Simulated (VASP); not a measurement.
A run of VASP 6.6.1 is set up as follows.

Contents of INCAR:

```
PREC = Accurate
ENCUT = 600
EDIFF = 1E-7
ISMEAR = 0
SIGMA = 0.03
LREAL = False
LASPH = True
NELM = 80
ALGO = Normal
ISIF = 3
LWAVE = False
LCHARG = False
IBRION = 2
NSW = 90
EDIFFG = -0.005
LATTICE_CONSTRAINTS = .TRUE. .TRUE. .FALSE.
KPAR = 4
```

File KPOINTS:

```
regular mesh
0
Gamma
  12 12 1
```

POSCAR

```
Te2Mo                                   
1.0
    3.4718693756      0.0000000000      0.0000000000
   -1.7359346878      3.0067270821      0.0000000000
    0.0000000000      0.0000000000     35.5787888000
  Te              Mo            
     6     3
Direct
     0.3333333300000021    0.6666666699999979    0.2556093283700570
     0.3333333300000021    0.6666666699999979    0.3567290258399545
     0.6666666699999979    0.3333333300000021    0.4493955476419385
     0.6666666699999979    0.3333333300000021    0.5506044523580617
     0.3333333300000021    0.6666666699999979    0.6432709741600454
     0.3333333300000021    0.6666666699999979    0.7443906716299429
     0.6666666699999979    0.3333333300000021    0.3060879038427796
     0.3333333300000021    0.6666666699999979    0.5000000000000000
     0.6666666699999979    0.3333333300000021    0.6939120961572205
```

Potentials or basis: VASP PAW LDA potentials, release 64 (Te, Mo_sv).

Run with:

```console
$ cat potpaw_LDA.64/Te/POTCAR potpaw_LDA.64/Mo_sv/POTCAR > POTCAR
$ mpirun -np 4 vasp_std > vasp.out
```

(1) Estimate the band gap on the k mesh.

## Answers

(1) 0.83 eV, indirect (least direct gap 1.15 eV).

Caveat: the relaxation stopped at its first step, so nothing moved; spin-orbit coupling is left out, which moves the levels of the heavy elements.
